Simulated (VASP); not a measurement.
# GeCH₄BrCl: harmonic vibrations of a molecule

GeCH₄BrCl, molecule in box, 8 atoms in the cell. PBE, harmonic vibrations; PAW potentials Cl, C, Ge_d, Br, H (PBE set).

## Input

INCAR.step1:
```
SYSTEM = GeH4CBrCl
ALGO = Normal
EDIFF = 1E-8
EDIFFG = -0.002
ENCUT = 400
IBRION = 2
ISIF = 2
ISMEAR = 0
ISYM = 0
LASPH = .True.
LCHARG = .False.
LREAL = .False.
LWAVE = .False.
NELM = 100
NSW = 60
POTIM = 0.5
PREC = Accurate
SIGMA = 0.01
```

INCAR.step2, as INCAR.step1 but for:
```
- EDIFFG = -0.002
- IBRION = 2
- ISIF = 2
- NSW = 60
- POTIM = 0.5
+ IBRION = 5
+ NFREE = 2
+ NSW = 1
+ POTIM = 0.015
```

KPOINTS:
```
k-points
0
Gamma
  1 1 1
```

POSCAR.step1:
```
GeH4CBrCl
1.0
   14.0000000000      0.0000000000      0.0000000000
    0.0000000000     13.0000000000      0.0000000000
    0.0000000000      0.0000000000     14.0000000000
Cl C Ge Br H
1 1 1 1 4
Direct
    0.3563035700      0.5842538500      0.5179464300
    0.4678892900      0.5509846200      0.4677321400
    0.5486821400      0.4804307700      0.5633964300
    0.4532392900      0.4638923100      0.3559250000
    0.5000678600      0.6215769200      0.4414035700
    0.5607535700      0.5532307700      0.6489321400
    0.6455535700      0.4570692300      0.5169678600
    0.4967607100      0.3816538500      0.5923678600
```

Commands (each step's output is kept before the next begins):
```
cat potpaw_PBE.64/Cl/POTCAR potpaw_PBE.64/C/POTCAR potpaw_PBE.64/Ge_d/POTCAR potpaw_PBE.64/Br/POTCAR potpaw_PBE.64/H/POTCAR > POTCAR
cp INCAR.step1 INCAR
cp POSCAR.step1 POSCAR
mpirun -np 8 vasp_gam > vasp.out
cp CONTCAR POSCAR
cp INCAR.step2 INCAR
mpirun -np 8 vasp_gam > vasp.out
```

## Result

- Vibrations (cm⁻¹; a negative value is imaginary): 3062, 2125, 2104, 2083, 1157, 1073, 852, 850, 789, 731, 651, 616, 517, 419, 232, 164, 131, 110
- Zero-point energy (eV): 1.095
- Translations and rotations, which should read zero (cm⁻¹): -9, -6, -1, 4, 10, 17
- Vibrational entropy at 298 K (meV/K): 0.600
- Displaced cells: 48
- Ionic steps, all stages: 85
- Electronic steps, all stages: 1363

VASP 6.6.1 took 1928 s on 8 cores (AMD EPYC 7R13 (Zen 3)), a shared host.
